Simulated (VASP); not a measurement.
Level of theory: LDA (Ceperley-Alder, Perdew-Zunger), VASP's LDA PAW potentials (set 64) (plane waves; VASP).

VASP input:

INCAR:
```
SYSTEM = Nb
PREC = Accurate
ENCUT = 500
EDIFF = 1E-6
NELM = 100
ALGO = Normal
LREAL = .FALSE.
LASPH = .TRUE.
ISMEAR = 1
SIGMA = 0.1
LMAXMIX = 4
LWAVE = .FALSE.
LCHARG = .FALSE.
IBRION = 2
ISIF = 3
NSW = 40
EDIFFG = -0.02
PSTRESS = 50
```

File KPOINTS:
```
kpoints
0
gamma
 16 16 16
```

**POSCAR**
```
Nb
1
   -1.6104435919     1.6104435919     1.6104435919
    1.6104435919    -1.6104435919     1.6104435919
    1.6104435919     1.6104435919    -1.6104435919
Nb
1
Direct
  0.0000000000   0.0000000000   0.0000000000
```

POTCAR, in this order: Nb_sv (LDA.64 set). Program: vasp_std.

The run wrote:

### OSZICAR
```
       N       E                     dE             d eps       ncg     rms          rms(c)
DAV:   1     0.120012155788E+03    0.12001E+03   -0.74309E+03  2956   0.128E+03
DAV:   2    -0.589869785434E+01   -0.12591E+03   -0.12238E+03  3212   0.468E+02
DAV:   3    -0.113928751366E+02   -0.54942E+01   -0.51901E+01  4504   0.838E+01
DAV:   4    -0.116338893872E+02   -0.24101E+00   -0.23791E+00  4222   0.153E+01
DAV:   5    -0.116441348838E+02   -0.10245E-01   -0.10228E-01  4464   0.261E+00    0.797E+00
DAV:   6    -0.112924434799E+02    0.35169E+00   -0.68792E-01  4540   0.115E+01    0.291E+00
DAV:   7    -0.112490357649E+02    0.43408E-01   -0.20614E-01  4596   0.615E+00    0.883E-01
DAV:   8    -0.112525259559E+02   -0.34902E-02   -0.12362E-02  3448   0.164E+00    0.312E-02
DAV:   9    -0.112525841029E+02   -0.58147E-04   -0.89900E-04  5072   0.340E-01    0.409E-02
DAV:  10    -0.112525935466E+02   -0.94437E-05   -0.15661E-05  3560   0.491E-02    0.228E-02
DAV:  11    -0.112525913396E+02    0.22070E-05   -0.86017E-06  3362   0.617E-02    0.359E-03
DAV:  12    -0.112525913481E+02   -0.84312E-08   -0.26083E-07  1808   0.527E-03
   1 F= -.10731209E+02 E0= -.10731333E+02  d E =-.107312E+02
       N       E                     dE             d eps       ncg     rms          rms(c)
DAV:   1    -0.112522986962E+02    0.29264E-03   -0.41935E-02  3644   0.355E+00    0.312E-01
DAV:   2    -0.112510392617E+02    0.12594E-02   -0.30275E-03  4486   0.844E-01    0.811E-02
DAV:   3    -0.112509061361E+02    0.13313E-03   -0.98961E-04  4512   0.383E-01    0.527E-02
DAV:   4    -0.112509367816E+02   -0.30646E-04   -0.35747E-05  3930   0.639E-02    0.283E-02
DAV:   5    -0.112509624683E+02   -0.25687E-04   -0.82247E-05  5166   0.707E-02    0.100E-02
DAV:   6    -0.112509619249E+02    0.54345E-06   -0.11461E-06  2318   0.145E-02
   2 F= -.10731154E+02 E0= -.10731279E+02  d E =0.555057E-04
       N       E                     dE             d eps       ncg     rms          rms(c)
DAV:   1    -0.112529682530E+02   -0.20058E-02   -0.23871E-02  3604   0.269E+00    0.233E-01
DAV:   2    -0.112522538134E+02    0.71444E-03   -0.17382E-03  4480   0.639E-01    0.606E-02
DAV:   3    -0.112521796694E+02    0.74144E-04   -0.56363E-04  4490   0.289E-01    0.397E-02
DAV:   4    -0.112521971116E+02   -0.17442E-04   -0.19821E-05  3852   0.479E-02    0.219E-02
DAV:   5    -0.112522124350E+02   -0.15323E-04   -0.47713E-05  5120   0.537E-02    0.760E-03
DAV:   6    -0.112522121512E+02    0.28385E-06   -0.60689E-07  1856   0.107E-02
   3 F= -.10731215E+02 E0= -.10731339E+02  d E =-.581681E-05
```

OUTCAR:
```
------------------------ aborting loop because EDIFF is reached ----------------------------------------
  FORCE on cell =-STRESS in cart. coord.  units (eV):
  Direction    XX          YY          ZZ          XY          YZ          ZX
  --------------------------------------------------------------------------------------
  Total        0.5227615      0.5227615      0.5227615     -0.0000000     -0.0000000      0.0000000
  in kB       50.1693439     50.1693439     50.1693439     -0.0000000     -0.0000000      0.0000000
  external PRESSURE =       0.1693439 kB  Pullay stress =      50.0000000 kB
  volume of cell :       16.69
      direct lattice vectors                 reciprocal lattice vectors
    -1.610047084  1.610047084  1.610047084     0.000000000  0.310549924  0.310549924
     1.610047084 -1.610047084  1.610047084     0.310549924  0.000000000  0.310549924
     1.610047084  1.610047084 -1.610047084     0.310549924  0.310549924  0.000000000
 POSITION                                       TOTAL-FORCE (eV/Angst)
 -----------------------------------------------------------------------------------
      0.00000      0.00000      0.00000         0.000000      0.000000      0.000000
 -----------------------------------------------------------------------------------
    total drift:                                0.000000     -0.000000      0.000000
  FREE ENERGIE OF THE ION-ELECTRON SYSTEM (eV)
  ---------------------------------------------------
  free  energy   TOTEN  =       -11.2522121512 eV

  energy  without entropy=      -11.2525843690  energy(sigma->0) =      -11.25233622
  enthalpy is  TOTEN    =       -10.7312152459 eV   P V=        0.5209969053

 reached required accuracy - stopping structural energy minimisation
```
(Selected blocks of OUTCAR.)

**CONTCAR**
```
Nb
   1.00000000000000
    -1.6100470843890677    1.6100470843890677    1.6100470843890677
     1.6100470843890677   -1.6100470843890677    1.6100470843890677
     1.6100470843890677    1.6100470843890677   -1.6100470843890677
  Nb
     1
Direct
     0.0000000000000000    0.0000000000000000    0.0000000000000000
```

**OUTCAR**
```
 val. band max:       12.0437677812   @ k =   0.1875   0.0000   0.0000

 cond. band min:      12.0718993353   @ k =  -0.1875   0.1875   0.0625


 Fermi energy:        12.0584435295

 k-point     1 :       0.0000    0.0000    0.0000
  band No.  band energies     occupation
      1     -41.9064      2.00000
      2     -17.1669      2.00000
      3     -17.1669      2.00000
      4     -17.1669      2.00000
      5       6.0464      2.00000
      6      12.3967     -0.00002
      7      12.3967     -0.00002
      8      12.3967     -0.00002
      9      15.5604      0.00000
     10      15.5604      0.00000

 k-point     2 :       0.0625    0.0000    0.0000
  band No.  band energies     occupation
      1     -41.8938      2.00000
      2     -17.2392      2.00000
      3     -17.1884      2.00000
      4     -17.1676      2.00000
      5       6.2241      2.00000
      6      12.2849     -0.00620
      7      12.3710     -0.00009
      8      12.5683     -0.00000
      9      15.3827      0.00000
     10      15.5594      0.00000

 k-point     3 :       0.1250    0.0000    0.0000
  band No.  band energies     occupation
      1     -41.8579      2.00000
      2     -17.4421      2.00000
      3     -17.2493      2.00000
      4     -17.1697      2.00000
      5       6.7214      2.00000
      6      11.9837      1.95065
      7      12.2573     -0.01658
      8      13.0742     -0.00000
      9      15.0456      0.00000
     10      15.5683      0.00000

 k-point     4 :       0.1875    0.0000    0.0000
  band No.  band energies     occupation
      1     -41.8038      2.00000
      2     -17.7374      2.00000
      3     -17.3393      2.00000
      4     -17.1730      2.00000
      5       7.4166      2.00000
      6      11.5723      2.00000
      7      12.0438      1.24545
      8      13.8894     -0.00000
      9      14.8856      0.00000
     10      15.6152      0.00000

 k-point     5 :       0.2500    0.0000    0.0000
...
```

The compound is Nb in the bcc structure. This run relaxes it under an external pressure of 5 GPa. Symmetry was kept, so distortions that lower it aren't found.
